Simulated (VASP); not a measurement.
```xyz
3
Lattice="1.9023 -3.2949 0.0000 1.9023 3.2949 0.0000 0.0000 0.0000 5.7750" Properties=species:S:1:pos:R:3 pbc="T T T"
Sn     0.0000     0.0000     0.0000
Se     1.9023     1.0983     1.5917
Se     1.9023    -1.0983     4.1833
```

Level of theory: PBE GGA, VASP's PBE PAW potentials (set 64) (plane waves; VASP). Settings: 500 eV cut-off, 7×7×4 Γ-centred mesh, Gaussian smearing of 0.050 eV, potentials Sn_d Se.

Energy and stress use the plane-wave basis of the starting cell. Without a dispersion term in the relaxation, distances and binding between the weakly bound layers, chains or molecules are unreliable, and so is what depends on them.

Problem. The ions, cell shape and volume at an external pressure of 10.0 GPa are relaxed. Which structure does the run end with?

Solution. 
```xyz
3
Lattice="1.8867 -3.2679 0.0000 1.8867 3.2679 0.0000 0.0000 0.0000 5.3974" Properties=species:S:1:pos:R:3 pbc="T T T"
Sn     0.0000     0.0000     0.0000
Se     1.8867     1.0893     1.5901
Se     1.8867    -1.0893     3.8073
```
Space group P-3m1 (164), at a tolerance of 0.03 Å.

Problem. How do energy and volume change from the first to the last step?

Solution. The energy (σ→0) changes by +88.3 meV/atom and the volume by -8.1 %, in 16 ionic steps.

The compound is SnSe2 in the 1T layered structure. This run relaxes it under an external pressure of 10 GPa. Symmetry was kept, so distortions that lower it aren't found.
